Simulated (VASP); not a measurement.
Set up this calculation in VASP 6.6.1, as the native input.

```yaml
Task: relaxation of cell and atoms
Functional: PBEsol
Potentials_or_basis: VASP PAW PBE potentials, release 64 (Mg, O)
Cutoff: 600 eV
k_mesh: 14 × 14 × 14
Occupations: gaussian, width 0.03 eV
Spin: no spin polarisation
Further_INCAR_settings: ALGO = Normal; EDIFF = 1e-06; IBRION = 2; EDIFFG = -0.01; NSW = 90; ISIF = 3
```

The structure of MgO lies in POSCAR:

```
MgO
1.0
    0.0000000000      2.1085000000      2.1085000000
    2.1085000000      0.0000000000      2.1085000000
    2.1085000000      2.1085000000      0.0000000000
Mg O
1 1
Direct
    0.0000000000      0.0000000000      0.0000000000
    0.5000000000      0.5000000000      0.5000000000
```

The input as run:

INCAR

```
SYSTEM = MgO
PREC = Accurate
ENCUT = 600
EDIFF = 1E-6
ISMEAR = 0
SIGMA = 0.03
LREAL = .FALSE.
LASPH = .TRUE.
NELM = 80
ALGO = Normal
ISIF = 3
LWAVE = .FALSE.
LCHARG = .FALSE.
GGA = PS
IBRION = 2
NSW = 90
EDIFFG = -0.01
```

KPOINTS

```
regular mesh
0
G
  14 14 14
  0 0 0
```

Potentials or basis: VASP PAW PBE potentials, release 64 (Mg, O).

The run is started by

```console
$ cat potpaw_PBE.64/Mg/POTCAR potpaw_PBE.64/O/POTCAR > POTCAR
$ mpirun -np 1 vasp_std > vasp.out
```

Results of the run:

```json
{
 "Relaxed volume": "9.31 Å³/atom",
 "Relaxed cell": "a = 2.975 Å, b = 2.975 Å, c = 2.975 Å, α = 60.00°, β = 60.00°, γ = 60.00°",
 "Space group after relaxing (to 0.05 Å)": "Fm-3m (No. 225)",
 "Energy gained by relaxing": "0.2 meV/atom",
 "Ionic steps": "3",
 "Pressure after relaxing": "0.0 GPa",
 "Band gap on the k mesh": "4.66 eV, direct"
}
```

Caveat: the PAW data sets were made with another functional, which shifts forces and pressure a little.

Run time: 14 s on 1 thread of Intel(R) Xeon(R) Platinum 8488C (Sapphire Rapids), with other jobs on the host, peak memory 0.16 GiB.
